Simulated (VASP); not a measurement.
A run of VASP 6.6.1 is set up as follows.

File INCAR:

```
SYSTEM = ScSi2
PREC = Accurate
ENCUT = 520
EDIFF = 1E-6
ISMEAR = -5
SIGMA = 0.05
LREAL = .FALSE.
LASPH = .TRUE.
NELM = 80
ALGO = Normal
ISIF = 2
LWAVE = .FALSE.
LCHARG = .TRUE.
GGA = PE
IVDW = 4
LVHAR = .TRUE.
```

The input KPOINTS:

```
Automatic mesh
0
G
  8 8 7
  0 0 0
```

The input POSCAR:

```
ScSi2
1.0
    3.6600000000      0.0000000000      0.0000000000
   -1.8300000000      3.1696529779      0.0000000000
    0.0000000000      0.0000000000      3.8700000000
Sc Si
1 2
Direct
    0.0000000000      0.0000000000      0.0000000000
    0.6666666667      0.3333333333      0.5000000000
    0.3333333333      0.6666666667      0.5000000000
```

Potentials or basis: VASP PAW PBE potentials, release 64 (Sc_sv, Si).

The run is started by

```console
$ cat potpaw_PBE.64/Sc_sv/POTCAR potpaw_PBE.64/Si/POTCAR > POTCAR
$ mpirun -np 1 vasp_std > vasp.out
```

Q: Predict the Hirshfeld charges.

A: Sc +0.39; Si -0.20 e.

Q: Predict the dispersion energy per atom.

A: -0.245 eV.

Q: Predict the pressure.

A: 22.2 GPa.

Stress tensor (GPa, compression positive):
```
34.07  0.00  0.00
 0.00 34.07  0.00
 0.00  0.00 -1.58
```

Caveat: so large a pressure means that the cell lies far from this level's equilibrium, or that cutoff or potentials fall short; pairwise dispersion overbinds metals, which lowers pressure and volume; tetrahedron occupations give inexact forces and stress in metals.
